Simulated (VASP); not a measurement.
# Ta3P2 (Fmmm) in VASP: further runs

One crystal, Ta3P2, is run at these levels: PBE; tasks: single point.

Everything below comes from runs of VASP 6.6.1. Logs are shortened: lines on timing, memory, paths and dates and some standing lists are left out, and cuts for length are marked.

**1. Starting point**

It takes space group Fmmm (No. 69, orthorhombic). The conventional cell has a = 7.784 Å, b = 8.330 Å, c = 12.639 Å, α = 90.00°, β = 90.00°, γ = 90.00°. Ta (site symmetry m) is surrounded by 2 Ta at 1.86 to 1.87 Å. Ta (site symmetry mm2) is surrounded by 2 Ta at 1.87 Å. Around P (site symmetry m2m) lie 10 Ta at 3.00 to 3.06 Å. Around P (site symmetry 222) lie 8 Ta at 3.07 to 3.13 Å.

The cell was built by a generator and needn't be a form met in nature.

**2. Single point, PBE**

INCAR reads:

```
  ALGO = Normal
  EDIFF = 1E-7
  ENCUT = 520
  GGA = PE
  ISIF = 2
  ISMEAR = 0
  LASPH = True
  LCHARG = True
  LELF = True
  LREAL = False
  LVHAR = True
  LWAVE = False
  NBANDS = 54
  NELM = 60
  PREC = Accurate
  SIGMA = 0.1
```

KPOINTS reads:

```
k-points
0
Gamma
  4 4 4
```

POSCAR reads:

```
Ta3P2
1.0
    0.0000000000      4.1647923857      6.3195465003
    3.8922082144      0.0000000000      6.3195465003
    3.8922082144      4.1647923857      0.0000000000
Ta P
6 4
Direct
    0.7197000000      0.1333000000      0.2803000000
    0.8667000000      0.2803000000      0.1333000000
    0.2803000000      0.8667000000      0.7197000000
    0.1333000000      0.7197000000      0.8667000000
    0.8519000000      0.8519000000      0.1481000000
    0.1481000000      0.1481000000      0.8519000000
    0.7180000000      0.2820000000      0.7180000000
    0.2820000000      0.7180000000      0.2820000000
    0.2500000000      0.2500000000      0.2500000000
    0.7500000000      0.7500000000      0.7500000000
```

Potentials or basis: VASP PAW PBE potentials, release 64 (Ta_pv, P).

Command:

```sh
$ cat potpaw_PBE.64/Ta_pv/POTCAR potpaw_PBE.64/P/POTCAR > POTCAR
$ mpirun -np 1 vasp_std > vasp.out
```

OUTCAR:

```text
EDIFF = 1E-7
   ENCUT = 520
   GGA = PE
   ISIF = 2
   ISMEAR = 0
   LASPH = True
   LREAL = False
   NELM = 60
   PREC = Accurate

 ion  position               nearest neighbor table
   1  0.720  0.133  0.280-   2 1.86   5 1.87   8 3.00   7 3.00   7 3.06   8 3.06  10 3.07   9 3.07
                             4 3.22   6 3.23
   2  0.867  0.280  0.133-   1 1.86   6 1.87   7 3.00   8 3.00   8 3.06   7 3.06   9 3.07  10 3.07
                             3 3.22   5 3.23
   3  0.280  0.867  0.720-   4 1.86   6 1.87   8 3.00   7 3.00   8 3.06   7 3.06   9 3.07  10 3.07
                             2 3.22   5 3.23
   4  0.133  0.720  0.867-   3 1.86   5 1.87   7 3.00   8 3.00   7 3.06   8 3.06  10 3.07   9 3.07
                             1 3.22   6 3.23
   5  0.852  0.852  0.148-   1 1.87   4 1.87   7 3.00   8 3.00   9 3.13   9 3.13  10 3.13  10 3.13
                             2 3.23   3 3.23
   6  0.148  0.148  0.852-   2 1.87   3 1.87   7 3.00   8 3.00  10 3.13  10 3.13   9 3.13   9 3.13
                             1 3.23   4 3.23
   7  0.718  0.282  0.718-   3 3.00   1 3.00   2 3.00   4 3.00   6 3.00   5 3.00   1 3.06   4 3.06
                             3 3.06   2 3.06
   8  0.282  0.718  0.282-   2 3.00   4 3.00   3 3.00   1 3.00   5 3.00   6 3.00   3 3.06   2 3.06
                             1 3.06   4 3.06
   9  0.250  0.250  0.250-   1 3.07   2 3.07   3 3.07   4 3.07   5 3.13   5 3.13   6 3.13   6 3.13

  10  0.750  0.750  0.750-   1 3.07   2 3.07   3 3.07   4 3.07   6 3.13   6 3.13   5 3.13   5 3.13

  LATTYP: Found a face centered orthorhombic cell.
 ALAT       =     7.7844164288
 B/A-ratio  =     1.0700332963
 C/A-ratio  =     1.6236403995

  Lattice vectors:

 A1 = (   0.0000000000,   4.1647923857,   6.3195465003)
 A2 = (   3.8922082144,   0.0000000000,   6.3195465003)
 A3 = (   3.8922082144,   4.1647923857,   0.0000000000)

Analysis of symmetry for initial positions (statically):
=====================================================================
 Subroutine PRICEL returns:
 Original cell was already a primitive cell.

 Routine SETGRP: Setting up the symmetry group for a
 face centered orthorhombic supercell.

 Subroutine GETGRP returns: Found  8 space group operations
 (whereof  8 operations were pure point group operations)
 out of a pool of  8 trial point group operations.

The static configuration has the point symmetry D_2h.

Analysis of symmetry for dynamics (positions and initial velocities):
=====================================================================
 Subroutine PRICEL returns:
 Original cell was already a primitive cell.

 Routine SETGRP: Setting up the symmetry group for a
 face centered orthorhombic supercell.

 Subroutine GETGRP returns: Found  8 space group operations
 (whereof  8 operations were pure point group operations)
 out of a pool of  8 trial point group operations.

The dynamic configuration has the point symmetry D_2h.

 Subroutine INISYM returns: Found  8 space group operations
 (whereof  8 operations are pure point group operations),
 and found     1 'primitive' translations

----------------------------------------------------------------------------------------

                                     Primitive cell

  volume of cell :     204.8827

  direct lattice vectors                    reciprocal lattice vectors
     0.000000000  4.164792386  6.319546500    -0.128461781  0.120054004  0.079119601
     3.892208214  0.000000000  6.319546500     0.128461781 -0.120054004  0.079119601
     3.892208214  4.164792386  0.000000000     0.128461781  0.120054004 -0.079119601

  length of vectors
     7.568498106  7.421991158  5.700419318     0.192808984  0.192808984  0.192808984

  position of ions in fractional coordinates (direct lattice)
     0.719700000  0.133300000  0.280300000
     0.866700000  0.280300000  0.133300000
     0.280300000  0.866700000  0.719700000
     0.133300000  0.719700000  0.866700000
     0.851900000  0.851900000  0.148100000
     0.148100000  0.148100000  0.851900000
     0.718000000  0.282000000  0.718000000
     0.282000000  0.718000000  0.282000000
     0.250000000  0.250000000  0.250000000
     0.750000000  0.750000000  0.750000000

  ion indices of the primitive-cell ions
   primitive index   ion index
                 1           1
                 2           2
                 3           3
                 4           4
                 5           5
                 6           6
                 7           7
                 8           8
                 9           9
                10          10

----------------------------------------------------------------------------------------

 KPOINTS: k-points

Automatic generation of k-mesh.
 Grid dimensions read from file:
 generate k-points for:    4    4    4

 Generating k-lattice:

  Cartesian coordinates                     Fractional coordinates (reciprocal lattice)
    -0.032115445  0.030013501  0.019779900     0.250000000  0.000000000  0.000000000
     0.032115445 -0.030013501  0.019779900     0.000000000  0.250000000  0.000000000
     0.032115445  0.030013501 -0.019779900     0.000000000  0.000000000  0.250000000

  Length of vectors
     0.048202246  0.048202246  0.048202246

  Shift w.r.t. Gamma in fractional coordinates (k-lattice)
     0.000000000  0.000000000  0.000000000

 Subroutine IBZKPT returns following result:
 ===========================================

 Found     18 irreducible k-points:

 Following reciprocal coordinates:
            Coordinates               Weight
  0.000000  0.000000  0.000000      1.000000
  0.250000 -0.000000  0.000000      8.000000
  0.500000 -0.000000  0.000000      4.000000
  0.250000  0.250000  0.000000      2.000000
  0.500000  0.250000  0.000000      8.000000
 -0.250000  0.250000  0.000000      4.000000
[... 10 lines left out ...]
 -0.250000  0.250000  0.500000      2.000000
  0.000000  0.500000  0.500000      1.000000
   k-points           NKPTS =     18   k-points in BZ     NKDIM =     18   number of bands    NBANDS=     54
   number of dos      NEDOS =    301   number of ions     NIONS =     10
   total plane-waves  NPLWV = 131712
   dimension x,y,z NGX =    56 NGY =   56 NGZ =   42
   dimension x,y,z NGXF=   112 NGYF=  112 NGZF=   84
   ions per type =               6   4
   NGX,Y,Z   is equivalent  to a cutoff of  12.30, 12.54, 12.25 a.u.
   NGXF,Y,Z  is equivalent  to a cutoff of  24.60, 25.09, 24.50 a.u.
 SYSTEM =  unknown system
   PREC   = accura    normal or accurate (medium, high low for compatibility)
   ISTART =      0    job   : 0-new  1-cont  2-samecut
   ICHARG =      2    charge: 1-file 2-atom 10-const
   ISPIN  =      1    spin polarized calculation?
   LNONCOLLINEAR =      F non collinear calculations
   LSORBIT =      F    spin-orbit coupling
   LASPH  =      T    aspherical Exc in radial PAW
   ENCUT  =  520.0 eV  38.22 Ry    6.18 a.u.  14.07 13.80 10.60*2*pi/ulx,y,z
   NELM   =     60;   NELMIN=  2; NELMDL= -5     # of ELM steps
   EDIFF  = 0.1E-06   stopping-criterion for ELM
   LREAL  =      F    real-space projection
   EDIFFG = 0.1E-05   stopping-criterion for IOM
   NSW    =      0    number of steps for IOM
   IBRION =     -1    ionic relax: 0-MD 1-quasi-New 2-CG
   NFREE  =      0    steps in history (QN), initial steepest desc. (CG)
   ISIF   =      2    stress and relaxation
   ISYM   =      2    0-nonsym 1-usesym 2-fastsym
   POTIM  = 0.5000    time-step for ionic-motion
   TEBEG  =    0.0;   TEEND  =   0.0 temperature during run
   PSTRESS=    0.0 pullay stress
   NELECT =      86.0000    total number of electrons
   NUPDOWN=      -1.0000    fix difference up-down
   EMIN   =  10.00;   EMAX   =-10.00  energy-range for DOS
   EFERMI =   0.00;   METHOD = LEGACY
   ISMEAR =     0;   SIGMA  =   0.10  broadening in eV -4-tet -1-fermi 0-gaus
   EFERMI_NEDOS =   21; number of points for ismear=-14 and -15
   IALGO  =     38    algorithm
   IMIX   =      4    mixing-type and parameters
     AMIX     =   0.40;   BMIX     =  1.00
     AMIX_MAG =   1.60;   BMIX_MAG =  1.00
  volume/ion in A,a.u.               =      20.49       138.26
  Fermi-wavevector in a.u.,A,eV,Ry     =   1.225761  2.316353 20.442625  1.502491
  Thomas-Fermi vector in A             =   2.360787
   LORBIT       =      0    0 simple, 1 ext, 2 COOP (PROOUT), +10 PAW based schemes
   GGA     = PE    functional components
   LHFCALC =     F    Hartree Fock is set to
   AEXX    =    0.0000 exact exchange contribution
   IVDW    =     0    specifies the selected vdW correction
   LEPSILON=     F    determine dielectric tensor
   LRPA    =     F    only Hartree local field effects (RPA)
 non-spin polarized calculation
 Gauss-broadening in eV      SIGMA  =   0.10
  energy-cutoff  :      520.00
  volume of cell :      204.88
 maximum number of plane-waves:      5564
   NGX = 29   NGY = 27   NGZ = 21

 number of electron      86.0000001 magnetization

 Free energy of the ion-electron system (eV)
  ---------------------------------------------------
  ext. energy  EPLUGINS =         0.00000000
  ---------------------------------------------------
  free energy    TOTEN  =       -44.74306781 eV

  energy without entropy =      -44.71958285  energy(sigma->0) =      -44.73132533

 E-fermi :   4.6463     XC(G=0): -10.6189

 val. band max:        4.6234211666   @ k =  -0.2500   0.5000   0.2500
 cond. band min:       4.6695231048   @ k =   0.5000   0.2500   0.0000
 fundamental gap:      0.0461019382
 Fermi energy:         4.6463259465

 k-point     1 :       0.0000    0.0000    0.0000
  band No.  band energies     occupation
      1     -36.1721      2.00000
      2     -34.2975      2.00000
      3     -34.2058      2.00000
      4     -32.3266      2.00000
      5     -32.0376      2.00000
      6     -32.0008      2.00000
[... 46 lines left out ...]
     53       6.6959      0.00000
     54       8.0066      0.00000
[... 967 lines left out ...]
     53       8.1270      0.00000
     54       8.7341      0.00000

------------------------ aborting loop because EDIFF is reached ----------------------------------------

  FORCE on cell =-STRESS in cart. coord.  units (eV):
  Direction    XX          YY          ZZ          XY          YZ          ZX
  --------------------------------------------------------------------------------------
  -------------------------------------------------------------------------------------
  Total      136.2378671    -27.8949349    141.2841080      0.0000000      0.0000000      0.0000000
  in kB     1065.3764364   -218.1376370   1104.8379040      0.0000000      0.0000000      0.0000000
  external PRESSURE =     650.6922345 kB  Pullay stress =       0.0000000 kB

 VOLUME and BASIS-vectors are now :
 -----------------------------------------------------------------------------
  energy-cutoff  :      520.00
  volume of cell :      204.88
      direct lattice vectors                 reciprocal lattice vectors
     0.000000000  4.164792386  6.319546500    -0.128461781  0.120054004  0.079119601
     3.892208214  0.000000000  6.319546500     0.128461781 -0.120054004  0.079119601
     3.892208214  4.164792386  0.000000000     0.128461781  0.120054004 -0.079119601

 POSITION                                       TOTAL-FORCE (eV/Angst)
 -----------------------------------------------------------------------------------
      1.60982      4.16479      5.39057        22.540335      0.000000    -14.443965
      1.60982      4.16479      7.24852        22.540335      0.000000     14.443965
      6.17460      4.16479      7.24852       -22.540335      0.000000     14.443965
      6.17460      4.16479      5.39057       -22.540335      0.000000    -14.443965
      3.89221      4.16479     10.76724         0.000000      0.000000    -26.932475
      3.89221      4.16479      1.87185         0.000000      0.000000     26.932475
      3.89221      5.98064      6.31955         0.000000      2.772402     -0.000000
      3.89221      2.34894      6.31955         0.000000     -2.772402     -0.000000
      1.94610      2.08240      3.15977        -0.000000      0.000000      0.000000
      5.83831      6.24719      9.47932         0.000000      0.000000      0.000000
 -----------------------------------------------------------------------------------
    total drift:                                0.000000      0.000000      0.000000

  FREE ENERGIE OF THE ION-ELECTRON SYSTEM (eV)
  ---------------------------------------------------
  free  energy   TOTEN  =       -44.7430678091 eV

  energy  without entropy=      -44.7195828470  energy(sigma->0) =      -44.73132533
```

Run time: 3.7 min. Hardware: 1 thread of Intel Xeon Platinum 8488C (Sapphire Rapids), shared host; peak memory 0.43 GiB.

What came out:

* Free energy: -44.7431 eV
* Pressure: 65.1 GPa
* Largest force: 26.932 eV/Å
* Band gap on the k mesh: none (metal or under the smearing width)

Forces on the atoms (eV/Å):
```
Ta   22.540   0.000 -14.444
Ta   22.540   0.000  14.444
Ta  -22.540   0.000  14.444
Ta  -22.540   0.000 -14.444
Ta    0.000   0.000 -26.932
Ta    0.000   0.000  26.932
P     0.000   2.772   0.000
P     0.000  -2.772   0.000
P     0.000   0.000   0.000
P     0.000   0.000   0.000
```

Caveat: a pressure of tens of GPa on the cell as given is suspect, and the run, the potentials or the cell itself is likely at fault; forces of over 1 eV/Å show positions far from the minimum, so gaps and moduli don't describe the material at rest. Spin-orbit coupling is left out, which matters for the levels of Ta.

**3. Single point, PBE**

This run uses another cell than the first one, of 15.89 Å³/atom, 0.776 times its volume.

INCAR reads:

```
ALGO = Normal
EDIFF = 1E-6
ENCUT = 520
GGA = PE
ISIF = 2
ISMEAR = 0
LASPH = True
LCHARG = True
LELF = True
LREAL = False
LVHAR = True
LWAVE = False
NBANDS = 54
NELM = 100
PREC = Accurate
SIGMA = 0.1
```

KPOINTS reads:

```
k-points
0
Gamma
  10 10 10
```

POSCAR reads:

```
Ta3P2
1.0
    0.0000000000      4.4648304493      7.0480816114
    2.5254111534      0.0000000000      7.0480816114
    2.5254111534      4.4648304493      0.0000000000
Ta P
6 4
Direct
    0.2286273290      0.5546256389      0.4453743611
    0.4453743611      0.7713726710      0.2286273290
    0.7713726710      0.4453743611      0.5546256389
    0.5546256389      0.2286273290      0.7713726710
    0.8127237658      0.8127237658      0.1872762342
    0.1872762342      0.1872762342      0.8127237658
    0.7830657539      0.2169342461      0.2169342461
    0.2169342461      0.7830657539      0.7830657539
    0.7500000000      0.7500000000      0.7500000000
    0.2500000000      0.2500000000      0.2500000000
```

Potentials or basis: VASP PAW PBE potentials, release 64 (Ta_pv, P).

Command:

```sh
$ cat potpaw_PBE.64/Ta_pv/POTCAR potpaw_PBE.64/P/POTCAR > POTCAR
$ mpirun -np 1 vasp_std > vasp.out
```

It took 71 min on 1 thread of AMD EPYC 7R43 (Zen 3), shared host; peak memory 1.1 GiB.

Results (log left out):

| Property | Result |
| --- | --- |
| Free energy | -95.7131 eV |
| Pressure | 0.1 GPa |
| Largest force | 0.041 eV/Å |
| Band gap on the k mesh | none (metal or under the smearing width) |

Forces in eV/Å, atoms in the order of the input:
```
Ta   0.000 -0.003 -0.003
Ta   0.000 -0.003  0.003
Ta   0.000  0.003  0.003
Ta   0.000  0.003 -0.003
Ta   0.000  0.000 -0.002
Ta   0.000  0.000  0.002
P   -0.041  0.000  0.000
P    0.041  0.000  0.000
P    0.000  0.000  0.000
P    0.000  0.000  0.000
```

Stress tensor (GPa, compression positive):
```
-0.04  0.00  0.00
 0.00  0.18  0.00
 0.00  0.00  0.16
```

Levels at points of the mesh, in eV from the Fermi level:
| k point | band 39 | band 40 | band 41 | band 42 | band 43 | band 44 | band 45 | band 46 | band 47 | band 48 |
| --- | --- | --- | --- | --- | --- | --- | --- | --- | --- | --- |
| (0.00, 0.00, 0.00) | -1.53 | -0.74 | -0.45 | -0.40 | -0.04 | 0.41 | 0.82 | 0.95 | 1.32 | 1.70 |
| (0.50, 0.00, 0.00) | -1.97 | -1.73 | -0.73 | -0.34 | 0.19 | 0.23 | 0.50 | 0.71 | 0.71 | 1.05 |
| (0.50, 0.50, 0.00) | -1.08 | -0.81 | -0.74 | -0.49 | -0.30 | -0.08 | 0.29 | 0.46 | 0.70 | 1.02 |
| (0.50, 0.00, 0.50) | -1.36 | -1.31 | -0.97 | -0.56 | -0.51 | 0.04 | 0.65 | 1.20 | 1.29 | 1.39 |
| (0.00, 0.50, 0.50) | -1.32 | -1.00 | -0.71 | -0.60 | -0.25 | 0.03 | 0.12 | 0.41 | 0.97 | 1.01 |

(Continued in part 2 of 2.)
